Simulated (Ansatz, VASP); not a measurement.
Two plane-wave programs on LiC3

The input INCAR:

```
PREC = Accurate
ENCUT = 600
EDIFF = 1E-6
ISMEAR = 0
SIGMA = 0.1
LREAL = F
LASPH = T
NELM = 100
ALGO = Normal
ISIF = 3
LWAVE = F
LCHARG = F
GGA = PE
IBRION = 2
NSW = 100
EDIFFG = -0.01
```

Contents of KPOINTS:

```
regular mesh
0
Gamma
  12 12 10
```

The input POSCAR:

```
LiC3
1.0
    4.3962886014      0.0000000000      0.0000000000
   -2.1981443007      3.8072976112      0.0000000000
    0.0000000000      0.0000000000      3.5784620339
Li C
2 6
Direct
    0.3333333333      0.6666666667      0.5000000000
    0.6666666667      0.3333333333      0.5000000000
    0.3323917238      0.3323917238      0.0000000000
    0.0000000000      0.6676082762      0.0000000000
    0.6676082762      0.0000000000      0.0000000000
    0.0000000000      0.3323917238      0.0000000000
    0.6676082762      0.6676082762      0.0000000000
    0.3323917238      0.0000000000      0.0000000000
```

Input for Ansatz:

```yaml
crystal:
  lattice:
    - [4.3962886014, 0.0, 0.0]
    - [-2.1981443007, 3.8072976112, 0.0]
    - [0.0, 0.0, 3.5784620339]
  atoms:
    - { symbol: Li, position: [0.3333333333, 0.6666666667, 0.5] }
    - { symbol: Li, position: [0.6666666667, 0.3333333333, 0.5] }
    - { symbol: C, position: [0.3323917238, 0.3323917238, 0.0] }
    - { symbol: C, position: [0.0, 0.6676082762, 0.0] }
    - { symbol: C, position: [0.6676082762, 0.0, 0.0] }
    - { symbol: C, position: [0.0, 0.3323917238, 0.0] }
    - { symbol: C, position: [0.6676082762, 0.6676082762, 0.0] }
    - { symbol: C, position: [0.3323917238, 0.0, 0.0] }
basis:
  ecutwfc: 420
kpoints:
  mp_grid: { grid: [12, 12, 10] }
hamiltonian:
  xc: pbe
scf:
  occupations: { method: gaussian, width: 0.1 }
output:
  forces: true
  stress: true
  eigenvalues: true
  write_density: true
  write_potential: true
  elf: true
  volumetric_format: npy
relax:
  adjacent_minimum: "off"
  f_tol: 0.01
  max_steps: 80
  cell: { stress_tol: 0.05 }
```

Alike in both runs: task relaxation of cell and atoms; functional PBE; k mesh 12 × 12 × 10; occupations gaussian, width 0.1 eV; no spin polarisation.

|  | VASP | Ansatz |
| --- | --- | --- |
| version | VASP 6.6.1 | Ansatz 0.2.0 |
| potentials or method | VASP PAW PBE potentials, release 64 (Li_sv, C) | scalar-relativistic, plane waves, PAW |
| plane-wave cutoff (eV) | 600 | 420 |
| valence electrons in the cell | 30 | 30 |

```tsv
	VASP	Ansatz	Ansatz less VASP
gap on the k mesh at the Fermi level, each at its own relaxed structure (eV)	none	none	-
relaxed volume (Å³/atom)	7.50	7.53	+0.027
relaxed cell length with the largest relative difference (Å)	3.591	3.603	+0.0118
```

A gap of «none» marks a metal or a gap that the smearing closes.

Caveats: the cutoff is under 1.25 times the usual one of these potentials, so pressure, stress and relaxed cells hold a basis-set (Pulay) error (VASP).
